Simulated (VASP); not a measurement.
Here is the system:

```yaml
crystal:
  lattice:
    - [3.62377, 0.00000, 0.00000]
    - [-1.81188, 3.13828, 0.00000]
    - [0.00000, 0.00000, 14.88654]
  atoms:
    - { symbol: Te, position: [0.33333, 0.66667, 0.62782] }
    - { symbol: Te, position: [0.66667, 0.33333, 0.37218] }
    - { symbol: Te, position: [0.66667, 0.33333, 0.12782] }
    - { symbol: Te, position: [0.33333, 0.66667, 0.87218] }
    - { symbol: Mo, position: [0.33333, 0.66667, 0.25000] }
    - { symbol: Mo, position: [0.66667, 0.33333, 0.75000] }
```

Computed with PBE GGA, VASP's PBE PAW potentials (set 64) (plane waves; VASP). Run with 300 eV cut-off, 5×5×1 Γ-centred mesh, Fermi-Dirac smearing of 0.010 eV, potentials Te Mo_sv.

At this cut-off the stress carries a Pulay error, which pulls relaxed volumes low.

Problem. Which forces act on the atoms, in eV/Å?

Solution. 
```
atom     Fx     Fy      Fz
----  -----  -----  ------
Te1   0.000  0.000   0.438
Te2   0.000  0.000  -0.438
Te3   0.000  0.000   0.438
Te4   0.000  0.000  -0.438
Mo5   0.000  0.000   0.000
Mo6   0.000  0.000   0.000
```

Problem. Give the stress tensor in GPa (positive for a compressed cell).

Solution. 
```
-3.39   0.00   0.00
 0.00  -3.39   0.00
 0.00   0.00  -2.74
```
The pressure is its mean diagonal, -3.17 GPa.

The structure comes from a computed database's Te2Mo entry; how it stands against other phases isn't given here. The cell was not relaxed at this level. The k-mesh is coarse (spacing up to 0.42 per Å, 2π included), so the numbers may not be converged in it.
